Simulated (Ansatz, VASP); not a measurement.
# ZrSc (ZrSc in the Bh ordering) in two plane-wave programs

Wanted: the spread between two codes on one cell, functional and k mesh. The cell is generated by rule, not measured, and may not be a known phase. The cell is taken from a series of runs on this material, whose earlier steps may have relaxed, scaled, displaced or heated it; both programs get it as it stands.

Program: Ansatz 0.2.0. Level of theory: plane waves, with VASP 6.6.1 beside it; relaxation of cell and atoms at LDA. Results are calculated unless marked as measured.

The structure was built from a prototype and need not be the compound's stable phase.

### 1. Starting point

The structure is hexagonal, space group P-6m2 (No. 187). Conventional cell: a = 3.183 Å, b = 3.183 Å, c = 5.019 Å, α = 90.00°, β = 90.00°, γ = 120.00°. Nearest to Sc lie 6 Zr at 3.11 Å and 6 Sc at 3.18 Å. Zr has 6 Sc at 3.11 Å and 6 Zr at 3.18 Å nearest. Farther neighbours are not listed.

As a file:

```cif
data_structure
_symmetry_space_group_name_H-M 'P 1'
_symmetry_Int_Tables_number 1
_cell_length_a 3.1827
_cell_length_b 3.1827
_cell_length_c 5.0189
_cell_angle_alpha 90.000
_cell_angle_beta 90.000
_cell_angle_gamma 120.000
_cell_volume 44.03
loop_
_atom_site_label
_atom_site_type_symbol
_atom_site_fract_x
_atom_site_fract_y
_atom_site_fract_z
_atom_site_occupancy
Sc1 Sc 0.33333 0.66667 0.25000 1
Zr2 Zr 0.66667 0.33333 0.75000 1
```

### 2. Ansatz: relaxation of cell and atoms, LDA

Ansatz runs on its default PAW (the set named soft_2) files.

The relaxed volume is the usual yardstick between codes: in a stiff, nearly cubic crystal its relative difference is about their pressure difference at one cell divided by the bulk modulus.

Input file input.yaml:

```yaml
crystal:
  lattice:
    - [3.1827421873, 0.0, 0.0]
    - [-1.5913710937, 2.7563355879, 0.0]
    - [0.0, 0.0, 5.0189490629]
  atoms:
    - { symbol: Sc, position: [0.3333333333, 0.6666666667, 0.25] }
    - { symbol: Zr, position: [0.6666666667, 0.3333333333, 0.75] }
kpoints:
  mp_grid: { grid: [12, 12, 6] }
hamiltonian:
  xc: lda
scf:
  occupations: { method: gaussian, width: 0.1 }
output:
  forces: true
  stress: true
  eigenvalues: true
relax:
  adjacent_minimum: "off"
  f_tol: 0.005
  max_steps: 80
  cell: { stress_tol: 0.05 }
```

The run is started by

```
> ansatz run input.yaml --threads 4 --pin off --max-ram 8192MiB --backend cpu --events-out ev --progress --plain --runs-dir out
```

Numbers of over 12 decimals in the logs are rounded to 6 here.

The program printed:

```text
Engine: ansatz 0.2.0, aarch64-unknown-linux-gnu
Pseudopotentials: kind: paw
Pseudopotential: Sc, paw, valence charge 11, recommended cutoff 420 eV (normal), Sc.paw.azcp
Pseudopotential: Zr, paw, valence charge 12, recommended cutoff 420 eV (normal), Zr.paw.azcp
Functional definition: SPW92
  exchange = slater_x
  correlation = pw_c
Crystal: 2 atoms, lattice volume = 44.030 Å³
Basis set: ecut = 420 eV, 857 PW (Γ)
Bands: 16, of which v1, the nominal top of the filled ones, is band 12 counted from 1 (11 counted from 0)
Symmetry: 12 space group operations
Space group: P-6m2 (ITA 187), of the structure as read, at distance tolerance 3.5e-5 Å
k-points: 76 of 864 (time reversal used)
Non-local potential: Sc, projectors of the file, l = 0: 3, l = 1: 2, l = 2: 3, l = 3: 1
Non-local potential: Zr, projectors of the file, l = 0: 3, l = 1: 2, l = 2: 2, l = 3: 2
PAW form: soft (Blöchl's): semilocal exchange-correlation on the pseudo side does not see the compensation charge
PAW frozen core: Sc, regenerated for the run's functional, and the local potential with it (the file was generated under x = pbe(κ = 0.804, μ = 0.219515), c = pbe(β = 0.066725))
PAW frozen core: Zr, regenerated for the run's functional, and the local potential with it (the file was generated under x = pbe(κ = 0.804, μ = 0.219515), c = pbe(β = 0.066725))
PAW one-centre angular grid: Sc, 590 points (default); XC on 64 Gauss nodes
PAW one-centre angular grid: Zr, 590 points (default); XC on 64 Gauss nodes
Initial density: superposition of atomic densities (neutral atoms: chi_scale 0, normalization atom), corrected by the library's trained network
Initial wavefunctions: pseudopotential atomic-orbital guess
Functional: x = slater, c = lda
SCF iter   1: F=—  HF=-6166.482671 eV  |F-HF|=—  |Δ(HF+E_count)|=         —  Δρ=5.86e-3  dr2=1.09e-2  ethr=1.77e-3  ⟨swp⟩=4.4  Hψ=5023  notcnv=0
preconditioner: auto → none  [metal: Δε(μ)=0.011 eV  Ē_g=3.122 eV  σ=0.100 eV  W_gap=0.06  n_scr=8 (ndim 8)  ℏωp=14.8 eV  f_vac=0.000  D(μ)=3.78/eV (n_scr^D=36)  sad-step TF]
SCF iter   2: F=—  HF=-6166.481574 eV  |F-HF|=—  |Δ(HF+E_count)|=   1.10e-3  Δρ=3.67e-3  dr2=7.18e-3  ethr=4.76e-5  ⟨swp⟩=1.0  Hψ=1824  notcnv=0
SCF iter   3: F=—  HF=-6166.481093 eV  |F-HF|=—  |Δ(HF+E_count)|=   4.80e-4  Δρ=7.72e-4  dr2=7.33e-4  ethr=3.12e-5  ⟨swp⟩=1.9  Hψ=1336  notcnv=0
SCF iter   4: F=—  HF=-6166.481044 eV  |F-HF|=—  |Δ(HF+E_count)|=   4.97e-5  Δρ=4.99e-4  dr2=5.28e-4  ethr=3.19e-6  ⟨swp⟩=2.0  Hψ=1446  notcnv=0
SCF iter   5: F=—  HF=-6166.480993 eV  |F-HF|=—  |Δ(HF+E_count)|=   5.06e-5  Δρ=1.91e-4  dr2=7.09e-5  ethr=2.29e-6  ⟨swp⟩=1.0  Hψ=1202  notcnv=0
SCF iter   6: F=—  HF=-6166.480985 eV  |F-HF|=—  |Δ(HF+E_count)|=   7.78e-6  Δρ=4.51e-5  dr2=4.04e-6  ethr=3.08e-7  ⟨swp⟩=1.0  Hψ=1217  notcnv=0
SCF iter   7: F=-6166.480985 eV  HF=-6166.480985 eV  |F-HF|=5.95e-8  |Δ(HF+E_count)|=   3.62e-7  Δρ=6.65e-6  dr2=6.68e-8  ethr=4.35e-10  ⟨swp⟩=3.4  Hψ=4660  notcnv=0
SCF 1 converged in 7 iterations: F = -6166.480985 eV  dr2 = 6.68e-8
  greatest PAW one-centre occupation: 0.998 electrons in one spin orbital (limit 2), on the Sc atom at site 0 (counted from 0), in its partial waves of l = 0
relax step   1: F+E_penalty+E_count = -6166.48098486 eV  Δ(F+E_penalty+E_count) = +0.000e0 eV  max|allowed force component| = 5.551e-17 eV/Å  Δτ_max = 0.0000 Å  P = -0.009 GPa  Ω = 44.030 Å³  (7 SCF iters, dr2 threshold 1.00e-7 eV, accepted)
Initial density: handed on by an earlier stage of this run
Initial wavefunctions: pseudopotential atomic-orbital guess (no wavefunctions were taken with the density)
iter 1 solved again at ethr=4.36e-8 eV; its pass at ethr=3.10e-3 eV (dr2=1.00e-5 eV) is discarded
SCF iter   1: F=—  HF=-6166.480985 eV  |F-HF|=—  |Δ(HF+E_count)|=         —  Δρ=6.74e-6  dr2=6.79e-8  ethr=4.36e-8  ⟨swp⟩=3.0  Hψ=8867  notcnv=0
preconditioner: auto → none  [metal: Δε(μ)=0.006 eV  Ē_g=3.124 eV  σ=0.100 eV  W_gap=0.03  n_scr=8 (ndim 8)  ℏωp=14.8 eV  f_vac=0.000  D(μ)=3.80/eV (n_scr^D=42)]
SCF iter   2: F=—  HF=-6166.480985 eV  |F-HF|=—  |Δ(HF+E_count)|=   2.23e-7  Δρ=2.89e-6  dr2=6.91e-9  ethr=2.95e-10  ⟨swp⟩=2.1  Hψ=1800  notcnv=0
SCF iter   3: F=—  HF=-6166.480985 eV  |F-HF|=—  |Δ(HF+E_count)|=  9.60e-10  Δρ=1.67e-6  dr2=1.65e-9  ethr=3.00e-11  ⟨swp⟩=1.7  Hψ=1339  notcnv=0
SCF iter   4: F=—  HF=-6166.480985 eV  |F-HF|=—  |Δ(HF+E_count)|=  4.18e-11  Δρ=4.62e-7  dr2=8.88e-11  ethr=7.17e-12  ⟨swp⟩=1.5  Hψ=1256  notcnv=0
iter 5 did not close the SCF: its close was put off for the readings that it lacked (scf_convergence_deferred on its scf_iter line)
SCF iter   5: F=-6166.480985 eV  HF=-6166.480985 eV  |F-HF|=1.82e-12  |Δ(HF+E_count)|=  3.64e-12  Δρ=6.42e-8  dr2=1.11e-12  ethr=1.00e-12  ⟨swp⟩=1.0  Hψ=1219  notcnv=0
SCF iter   6: F=-6166.480985 eV  HF=-6166.480985 eV  |F-HF|=1.82e-12  |Δ(HF+E_count)|=    0.00e0  Δρ=8.56e-9  dr2=1.22e-14  ethr=1.00e-12  ⟨swp⟩=3.0  Hψ=4469  notcnv=0
SCF 2 converged in 6 iterations: F = -6166.480985 eV  dr2 = 1.22e-14
relax step   2: F+E_penalty+E_count = -6166.48098491 eV  Δ(F+E_penalty+E_count) = -5.371e-8 eV  max|allowed force component| = 5.320e-17 eV/Å  Δτ_max = 0.0000 Å  P = -0.009 GPa  Ω = 44.030 Å³  stress off target by 1.55e-2 GPa  SCF on the basis re-selected at this cell (its energy is not comparable with the rows above)  (6 SCF iters)
basis re-selected at this cell: Δ(F+E_penalty+E_count) = -5.371e-8 eV, ΔP = +0.000 GPa vs the last step (what re-selecting the basis moved, of the pressure what is left beyond the Pulay correction that the steps carried, after the strain that the cell walked since its last selection, with what the two solves' SCF thresholds leave and, on support functions, any second-order correction that the steps lacked; it is no m [...]
SCF converged after 6 iterations
Free energy (F): -6166.480985 eV
Harris-Foulkes:  -6166.480985 eV  (|F-HF|=1.82e-12)
Internal energy: -6166.461989 eV  (E = F + TS)
E sigma→0 (E₀):  -6166.471487 eV
Entropy (-TS):   -0.018996 eV (-9.498 meV/atom)
Fermi energy:    12.370403 eV
--- Per-component energies (eV) ---
  E_band       = -242.291945
  E_kinetic    = 596.083106
  E_local      = -1407.168848  (includes V_loc(G=0)·N_el)
  E_nonlocal   = 172.477799
  E_hartree    = 458.730275
  E_xc         = -263.961100
  E_vxc        = -319.647214  (∫ρ·V_xc dr)
  E_paw        = -3759.697200  (= ΣΔE_a)
  E_vpaw       = -201.497371  (= ΣTr[D̂ρ^β])
  E_aug_tail   = 0.000034  (compensation charges beyond the density's cutoff)
  E_ewald      = -1963.601379
  E_core_change = 0.675324  (= ΣΔE_core)
  E_smearing   = -0.018996  (= −TS)
  E_closure    = -0.000000  (closes the sum)
  Σ components = -6166.480985   (vs F -6166.480985, Δ=0.00e0)
--- Forces (eV/Å), atoms counted from 1 ---
  atom   1  Sc     0.00000000    -0.00000000     0.00000000
  atom   2  Zr     0.00000000     0.00000000     0.00000000
  max |Σ_I F_I| component: 4.16e-17 eV/Å
--- Stress (GPa, compression-positive) ---
       -0.005608      -0.000000       0.000000
       -0.000000      -0.005608       0.000000
        0.000000       0.000000      -0.015516
  P = ⅓ Tr σ = -0.0089 GPa (-0.089 kbar)
--- Band table (eV; the first three rows and the last of 76) ---
  k-point 0: bands = [... 8 lower, 6.9815, 9.9195, 13.6585, 13.6585, 13.6934, 14.0602, 14.4678, 14.4678]
  k-point 1: bands = [... 8 lower, 7.2056, 9.8569, 13.3170, 13.5613, 13.5613, 13.9270, 14.3087, 14.3087]
  k-point 2: bands = [... 8 lower, 7.8245, 9.5150, 12.7642, 13.4570, 13.4570, 13.6030, 14.0228, 14.0228]
  k-point 75: bands = [... 8 lower, 11.3317, 11.3675, 11.8164, 11.8618, 12.5460, 12.8716, 14.8087, 14.9118]
--- Relaxed structure (1 steps of the walk, 1 accepted, 1 SCFs on fresh bases) ---
  F+E_penalty+E_count = -6166.48098491 eV   max|allowed force component| = 5.320e-17 eV/Å   (the final SCF, on the basis selected at the relaxed cell)
  cell:  # Å, volume = 44.0298 Å³
    - [3.182742, 2.8867439892515978e-11, 0.0]
    - [-1.591371, 2.756336, 0.0]
    - [0.0, 0.0, 5.0189490629]
  atoms:
    - { symbol: Sc, position: [0.333333, 0.666667, 0.25] }
    - { symbol: Zr, position: [0.666667, 0.333333, 0.750000] }
```

In the SCF lines HF is the Harris–Foulkes energy and dr2 the Hartree energy of the density residual, in eV; the loop may stop once dr2 is under the threshold and the program's other checks hold. Hψ counts applications of the Hamiltonian.

(Continued in part 2 of 2.)

[Lines on the potential files, build, host, timing and source positions are cut from VASP's logs without a mark.]

[Logs are printed without paths, hosts, clocks, repeated set-up lines and the standing remarks that a program may print on its own settings, such as how far it seeks lower states.]

[Hosts, paths, dates, database ids (printed as entryN), source tags and the programs' standing remarks are cut or masked in the printed files.]
